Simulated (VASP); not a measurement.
Given:

```yaml
crystal:
  lattice:
    - [0.00000, 2.89642, 2.89642]
    - [2.89642, 0.00000, 2.89642]
    - [2.89642, 2.89642, 0.00000]
  atoms:
    - { symbol: Zn, position: [0.00000, 0.00000, 0.00000] }
    - { symbol: Se, position: [0.25000, 0.25000, 0.25000] }
```

Computed with PW91 GGA, VASP's PBE PAW potentials (set 64) (plane waves; VASP). Run with 520 eV cut-off, 8×8×8 Γ-centred mesh, Gaussian smearing of 0.050 eV, potentials Zn Se.

### Question
Give the stress tensor in GPa (positive for a compressed cell).

### Answer

```
-1.58   0.00   0.00
 0.00  -1.58   0.00
 0.00   0.00  -1.58
```
The pressure is its mean diagonal, -1.58 GPa.

The compound is ZnSe in the zinc blende structure. This cell is one point of a volume scan, at 1.03 of the reference volume.
